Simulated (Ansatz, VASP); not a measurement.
# Cross-check of SiC (Moissanite 3C) between VASP and Ansatz

Wanted: the spread between two codes on one cell, functional and k mesh. The cell is taken from a series of runs on this material, whose earlier steps may have relaxed, scaled, displaced or heated it; both programs get it as it stands.

Calculated with Ansatz 0.2.0; plane waves, with VASP 6.6.1 beside it; zone-centre phonons at PBE.

## Step 1: The structure

Symmetry: F-43m, No. 216, cubic system. The conventional cell has a = 4.358 Å, b = 4.358 Å, c = 4.358 Å, α = 90.00°, β = 90.00°, γ = 90.00°. Si has 4 C at 1.89 Å nearest. Nearest to C lie 4 Si at 1.89 Å. Farther neighbours are not listed.

Structure file:

```cif
data_structure
_symmetry_space_group_name_H-M 'P 1'
_symmetry_Int_Tables_number 1
_cell_length_a 3.0816
_cell_length_b 3.0816
_cell_length_c 3.0816
_cell_angle_alpha 60.000
_cell_angle_beta 60.000
_cell_angle_gamma 60.000
_cell_volume 20.69
loop_
_atom_site_label
_atom_site_type_symbol
_atom_site_fract_x
_atom_site_fract_y
_atom_site_fract_z
_atom_site_occupancy
Si1 Si 0.00000 0.00000 0.00000 1
C2 C 0.25000 0.25000 0.25000 1
```

## Step 2: Ansatz: zone-centre phonons, PBE

Ansatz runs on its default PAW (the set named soft_2) files.

Second derivatives magnify differences that forces hide, and they need a tight electronic threshold.

input.yaml

```yaml
crystal:
  lattice:
    - [0.0, 2.179, 2.179]
    - [2.179, 0.0, 2.179]
    - [2.179, 2.179, 0.0]
  atoms:
    - { symbol: Si, position: [0.0, 0.0, 0.0] }
    - { symbol: C, position: [0.25, 0.25, 0.25] }
kpoints:
  mp_grid: { grid: [10, 10, 10] }
hamiltonian:
  xc: pbe
scf:
  occupations: { method: fixed }
output:
  eigenvalues: true
phonons:
  method: dfpt
  dielectric: true
  rigid_motions: translations
```

Command:

```bash
> ansatz run input.yaml --threads 4 --pin off --max-ram 7168MiB --backend cpu --events-out ev --progress --plain --runs-dir out
```

Numbers of over 12 decimals in the logs are rounded to 6 here.

What it wrote:

```text
Engine: ansatz 0.2.0, x86_64-unknown-linux-gnu
Pseudopotentials: kind: paw
Pseudopotential: Si, paw, valence charge 4, recommended cutoff 420 eV (normal), Si.paw.azcp
Pseudopotential: C, paw, valence charge 4, recommended cutoff 420 eV (normal), C.paw.azcp
Functional definition: PBE
  parameter kappa = 0.804
  parameter beta = 0.066725
  exchange = pbe_x(kappa = kappa, mu = beta*pi^2/3)
  correlation = pbe_c(beta = beta)
Crystal: 2 atoms, lattice volume = 20.692 Å³
Basis set: ecut = 420 eV, 411 PW (Γ), exchange–correlation on 48×48×48 points (8 copies of the dense FFT grid, shifted against one another)
Bands: 8, of which v1, the nominal top of the filled ones, is band 4 counted from 1 (3 counted from 0)
Symmetry: 24 space group operations
k-points: 171 of 1000 (irreducible under 4 space group operations, time reversal used)
Non-local potential: Si, projectors of the file, l = 0: 2, l = 1: 2, l = 2: 2
Non-local potential: C, projectors of the file, l = 0: 2, l = 1: 2, l = 2: 1
PAW form: soft (Blöchl's): semilocal exchange-correlation on the pseudo side does not see the compensation charge
PAW one-centre angular grid: Si, 110 points (default); XC on 64 Gauss nodes
PAW one-centre angular grid: C, 110 points (default); XC on 64 Gauss nodes
Initial density: superposition of atomic densities (neutral atoms: chi_scale 0, normalization atom), corrected by the library's trained network
Initial wavefunctions: pseudopotential atomic-orbital guess
Functional: x = pbe(κ = 0.804, μ = 0.219515), c = pbe(β = 0.066725)
SCF iter   1: F=—  HF=-887.157031 eV  |F-HF|=—  |Δ(HF+E_count)|=         —  Δρ=2.28e-3  dr2=1.11e-3  ethr=1.77e-3  ⟨swp⟩=4.8  Hψ=9648  notcnv=0  defer=284
preconditioner: auto → none  [insulator: Δε(μ)=1.336 eV  Ē_g=14.040 eV  n_scr=0 (ndim 8)  ℏωp=23.1 eV  f_vac=0.000  ε∞_Penn≈3.7]
SCF iter   2: F=—  HF=-887.156956 eV  |F-HF|=—  |Δ(HF+E_count)|=   7.51e-5  Δρ=8.62e-4  dr2=9.86e-5  ethr=1.38e-5  ⟨swp⟩=2.6  Hψ=3591  notcnv=0  defer=330
SCF iter   3: F=—  HF=-887.156961 eV  |F-HF|=—  |Δ(HF+E_count)|=   5.11e-6  Δρ=3.64e-4  dr2=6.71e-6  ethr=1.23e-6  ⟨swp⟩=2.6  Hψ=2028  notcnv=0  defer=237
SCF iter   4: F=—  HF=-887.156987 eV  |F-HF|=—  |Δ(HF+E_count)|=   2.61e-5  Δρ=4.39e-5  dr2=3.80e-7  ethr=8.39e-8  ⟨swp⟩=2.1  Hψ=2149  notcnv=0  defer=37
SCF iter   5: F=—  HF=-887.156988 eV  |F-HF|=—  |Δ(HF+E_count)|=   9.62e-7  Δρ=2.98e-6  dr2=8.85e-10  ethr=4.75e-9  ⟨swp⟩=2.2  Hψ=1935  notcnv=0
SCF iter   6: F=-887.156988 eV  HF=-887.156988 eV  |F-HF|=2.59e-11  |Δ(HF+E_count)|=   1.95e-9  Δρ=3.19e-7  dr2=9.83e-12  ethr=1.25e-12  ⟨swp⟩=7.0  Hψ=7851  notcnv=0
SCF 1 converged in 6 iterations: F = -887.156988 eV  dr2 = 9.83e-12
  greatest PAW one-centre occupation: 0.645 electrons in one spin orbital (limit 2), on the C atom at site 1 (counted from 0), in its partial waves of l = 0
NSCF: frozen V_eff on 2 k-points
DFPT response loops at Γ: preconditioner auto → none (the input reference at scf.mixing.eps_inf says where Resta's filter doesn't serve); β = 0.50; Broyden in place of MSR1
── the response to a field inside a basis, on 10×10×10 k-points: an SCF that follows is theirs, and a resumed run solves both again ──
Bands: 5, of which v1, the nominal top of the filled ones, is band 4 counted from 1 (3 counted from 0)
k-points: 110 of 1000 (irreducible under 6 space group operations, time reversal used)
Initial density: handed on by an earlier stage of this run
Initial wavefunctions: pseudopotential atomic-orbital guess (no wavefunctions were taken with the density)
Eigensolver: Dense (110 Hₖ)
SCF iter   1: F=—  HF=-887.158267 eV  |F-HF|=—  |Δ(HF+E_count)|=         —  Δρ=3.68e-4  dr2=4.07e-6  ethr=1.00e-1
preconditioner: auto → none  [insulator: Δε(μ)=1.585 eV  Ē_g=10.694 eV  n_scr=0 (ndim 8)  ℏωp=23.1 eV  f_vac=0.000  ε∞_Penn≈5.7]
SCF iter   2: F=—  HF=-887.158272 eV  |F-HF|=—  |Δ(HF+E_count)|=   5.39e-6  Δρ=1.84e-4  dr2=9.95e-7  ethr=5.09e-8
SCF iter   3: F=—  HF=-887.158274 eV  |F-HF|=—  |Δ(HF+E_count)|=   2.06e-6  Δρ=3.81e-5  dr2=2.09e-7  ethr=1.24e-8
SCF iter   4: F=-887.158274 eV  HF=-887.158274 eV  |F-HF|=4.61e-10  |Δ(HF+E_count)|=   2.45e-8  Δρ=3.51e-6  dr2=8.60e-10  ethr=2.61e-9
SCF 1 converged in 4 iterations: F = -887.158274 eV  dr2 = 8.60e-10
DFPT response loops at Γ: mixed as the last ones told, above
SCF converged after 6 iterations
Free energy (F): -887.156988 eV
Harris-Foulkes:  -887.156988 eV  (|F-HF|=2.59e-11)
Internal energy: -887.156988 eV  (E = F + TS)
E sigma→0 (E₀):  -887.156988 eV
Fermi energy:    9.479616 eV
--- Per-component energies (eV) ---
  E_band       = 28.694758
  E_kinetic    = 135.723463
  E_local      = -104.408723  (includes V_loc(G=0)·N_el)
  E_nonlocal   = 51.849446
  E_hartree    = 32.057425
  E_xc         = -105.503257
  E_vxc        = -109.369885  (∫ρ·V_xc dr)
  E_paw        = -612.091573  (= ΣΔE_a)
  E_vpaw       = -9.214387  (= ΣTr[D̂ρ^β])
  E_aug_tail   = 0.000011  (compensation charges beyond the density's cutoff)
  E_ewald      = -284.783780
  E_smearing   = -0.000000  (= −TS)
  E_closure    = -0.000000  (closes the sum)
  Σ components = -887.156988   (vs F -887.156988, Δ=0.00e0)
--- Band table (eV; the first three rows and the last of 171) ---
  k-point 0: bands = ["-5.9243", "9.4796", "9.4796", "9.4796", "15.6933", "16.7893", "16.7893", "16.7893"]
  k-point 1: bands = ["-5.7288", "8.4712", "9.3460", "9.3460", "15.9607", "17.0320", "17.0320", "17.0581"]
  k-point 2: bands = ["-5.1514", "6.3515", "9.0392", "9.0392", "15.6774", "17.3902", "17.3902", "18.2526"]
  k-point 170: bands = ["-0.9342", "2.3875", "4.3169", "5.6316", "14.6300", "17.9608", "19.3463", "20.2252"]
--- Phonons (Γ-DFPT): 2 representative perturbations + reference, on 171 of 1000 k-points (Σ response iterations 6) ---
  k mesh reduced under 4 symmetry operations, with k and −k counted as one. Each operation leaves every solved perturbation unchanged. A smaller set is not considered because the run solves the response to a homogeneous field
  ASR residual: 1.473e-4 → 0.000e0 eV/Å²; symmetrization residual: 2.380e-7 eV/Å²
  ASR residual per site (eV/Å²): 4.78e-5 1.47e-4
  Γ frequencies (cm⁻¹): 0.00 0.00 0.00 787.99 787.99 787.99
  ε∞ (high-frequency dielectric tensor):
        6.960849    -0.000000    -0.000000
       -0.000000     6.960849     0.000000
       -0.000000     0.000000     6.960849
  ε⁰ (static dielectric tensor: ions relaxed, cell fixed):
       10.311496     0.000000    -0.000000
        0.000000    10.311496    -0.000000
       -0.000000    -0.000000    10.311496
  ε⁰ − ε∞ (ionic part):
        3.350646     0.000000    -0.000000
        0.000000     3.350646    -0.000000
       -0.000000    -0.000000     3.350646
  softest optical mode at Γ: 787.99 cm⁻¹; the repairs (sum rule, projections) moved no ω² at Γ by more than (1.84 cm⁻¹)²
  Born effective charges Z* (e; rows j = field, columns β = displacement):
    site 0:
         2.71300    0.00000    0.00000
        -0.00000    2.71300    0.00000
        -0.00000    0.00000    2.71300
    site 1:
        -2.71300   -0.00000   -0.00000
         0.00000   -2.71300   -0.00000
         0.00000   -0.00000   -2.71300
  Z* charge neutrality: 9.205e-4 e pre-enforcement
  solved inside a basis spanned on kpoints, on 10×10×10 k-points, its susceptibility summed on 14×14×14: ε∞ is read to err by 2.0e-2, Z* by 9.5e-3 e (field_mesh: kpoints solves on kpoints); Z* is corrected for what the basis lacks
  optical modes at Γ without the LO–TO term, one row a degenerate level:
      ω (cm⁻¹)  modes    IR ((D/Å)²/amu)
        787.99      3            60.5523
  optical modes at Γ + LO–TO along q̂ = [1.0000, 0.0000, 0.0000]:
      ω (cm⁻¹)  modes    IR ((D/Å)²/amu)
        787.99      2            40.3682
        959.07      1            20.1841
  optical modes at Γ + LO–TO along q̂ = [0.0000, 1.0000, 0.0000]:
      ω (cm⁻¹)  modes    IR ((D/Å)²/amu)
        787.99      2            40.3682
        959.07      1            20.1841
  optical modes at Γ + LO–TO along q̂ = [0.0000, 0.0000, 1.0000]:
      ω (cm⁻¹)  modes    IR ((D/Å)²/amu)
        787.99      2            40.3682
        959.07      1            20.1841
```

In the SCF lines HF is the Harris–Foulkes energy and dr2 the Hartree energy of the density residual, in eV; the loop may stop once dr2 is under the threshold and the program's other checks hold. Hψ counts applications of the Hamiltonian.

[end of part 1 of 2]

[Lines on the potential files, build, host, timing and source positions are cut from VASP's logs without a mark.]

[Logs are printed without paths, hosts, clocks, repeated set-up lines and the standing remarks that a program may print on its own settings, such as how far it seeks lower states.]

[Hosts, paths, dates, database ids (printed as entryN), source tags and the programs' standing remarks are cut or masked in the printed files.]
